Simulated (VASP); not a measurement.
These are PBE GGA, VASP's PBE PAW potentials (set 64) (plane waves; VASP) values and carry that method's errors.

VASP ran on this input.

INCAR:
```
SYSTEM = MoSi2
PREC = Accurate
ENCUT = 240
EDIFF = 1E-6
NELM = 100
ALGO = Normal
LREAL = .FALSE.
LASPH = .TRUE.
ISMEAR = 0
SIGMA = 0.272
GGA = PE
LMAXMIX = 4
LWAVE = .FALSE.
LCHARG = .FALSE.
ISIF = 2
```

### POSCAR
```
MoSi2
3.9250
 -0.4089171975   0.4089171975   1.0000000000
  0.4089171975  -0.4089171975   1.0000000000
  0.4089171975   0.4089171975  -1.0000000000
Si Mo
2 1
Cartesian
  0.0035755720   0.0064314497   1.3268640000
 -0.0009515503  -0.0028113057   0.6650790000
 -0.0026240217  -0.0036209618   0.0080590000
```

**KPOINTS**
```
Automatic mesh
0
Gamma
8 8 10
0 0 0
```

POTCAR, in this order: Si Mo_sv (PBE.64 set). Program: vasp_std.

At this cut-off the stress carries a Pulay error, which pulls relaxed volumes low.

### Question
Estimate the energy per atom (σ→0), pressure, largest force, band gap (on the k-mesh).

### Answer

- energy per atom (σ→0) = -7.722 eV/atom
- band gap (on the k-mesh) = none (metal, semimetal or under 0.01 eV)
- pressure = -2.07 GPa
- largest force = 0.701 eV/Å

OSZICAR:
```
...
DAV:   7    -0.232086638076E+02    0.13330E+00   -0.11494E+00 10957   0.658E+00    0.448E+00
DAV:   8    -0.231735967209E+02    0.35067E-01   -0.11736E-01 11757   0.274E+00    0.474E-01
DAV:   9    -0.231728686046E+02    0.72812E-03   -0.20191E-03 11848   0.349E-01    0.247E-01
DAV:  10    -0.231728105025E+02    0.58102E-04   -0.63181E-04 11862   0.231E-01    0.525E-02
DAV:  11    -0.231727971173E+02    0.13385E-04   -0.18958E-04 11561   0.107E-01    0.332E-02
DAV:  12    -0.231727943727E+02    0.27446E-05   -0.24734E-05 11064   0.349E-02    0.552E-03
DAV:  13    -0.231727937805E+02    0.59222E-06   -0.94826E-07  5868   0.917E-03
   1 F= -.23172794E+02 E0= -.23167283E+02  d E =-.110216E-01
```

The structure is a typed MoSi2 crystal. The cell was not relaxed at this level, atoms are displaced from their ideal sites. The run is one of a series of settings (ENCUT = 240 against the base run), some of them coarse on purpose.
